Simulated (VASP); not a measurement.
Given:

```yaml
crystal:
  lattice:
    - [1.51953, -2.63191, 0.00000]
    - [1.51953, 2.63191, 0.00000]
    - [0.00000, 0.00000, 3.37604]
  atoms:
    - { symbol: Zr, position: [0.00000, 0.00000, 0.00000] }
    - { symbol: B, position: [0.33333, 0.66667, 0.50000] }
    - { symbol: B, position: [0.66667, 0.33333, 0.50000] }
```

Level of theory: LDA (Ceperley-Alder, Perdew-Zunger), VASP's LDA PAW potentials (set 64) (plane waves; VASP). Numerical set-up: 620 eV cut-off, 12×12×9 Γ-centred mesh, first-order Methfessel-Paxton smearing of 0.10 eV, potentials Zr_sv B.

What does the run give for the energy per atom (σ→0), pressure, band gap (on the k-mesh) with the smallest direct gap where there is one?

The band gap (on the k-mesh) is none (metal, semimetal or under 0.01 eV), the energy per atom (σ→0) comes out as -9.084 eV/atom and the pressure is 29.99 GPa.

The absolute energy has meaning only against runs of the same code, potentials and settings.

The compound is ZrB2 in the AlB2 type structure. It was relaxed first under an external pressure of 30 GPa.
